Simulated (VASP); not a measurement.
Crystal: NaCl.

```
Na Cl
1.0
     0.00000    2.81000    2.81000
     2.81000    0.00000    2.81000
     2.81000    2.81000    0.00000
Na Cl
1 1
Direct
  0.00000 0.00000 0.00000
  0.50000 0.50000 0.50000
```

- Program: VASP 6.6.1
- Task: relaxation of cell and atoms
- Functional: LDA
- Potentials or basis: VASP PAW LDA potentials, release 64 (Na_pv, Cl)
- Cutoff: 600 eV
- k mesh: 8 × 8 × 8
- Occupations: gaussian, width 0.03 eV
- Spin: no spin polarisation

At the start: pressure -2.2 GPa; volume 22.19 Å³/atom.

Question: Where does the relaxation end?

Answer: Over 5 steps the energy falls by 13.2 meV/atom and the volume is 20.44 Å³/atom (-7.9 %); space group Fm-3m (No. 225, to 0.05 Å).

Step by step:
```csv
step,energy change (eV),largest force (eV/Å),pressure (GPa),volume (Å³)
1,0.0000,0.0000,-2.19,44.38
2,-0.0203,0.0000,-1.24,42.46
3,-0.0246,0.0000,0.59,39.98
4,-0.0264,0.0000,0.10,40.74
5,-0.0264,0.0000,-0.07,40.88
```

Final structure:
```
Na Cl
1.0
     0.00000    2.73422    2.73422
     2.73422    0.00000    2.73422
     2.73422    2.73422    0.00000
Na Cl
1 1
Direct
  0.00000 0.00000 0.00000
  0.50000 0.50000 0.50000
```
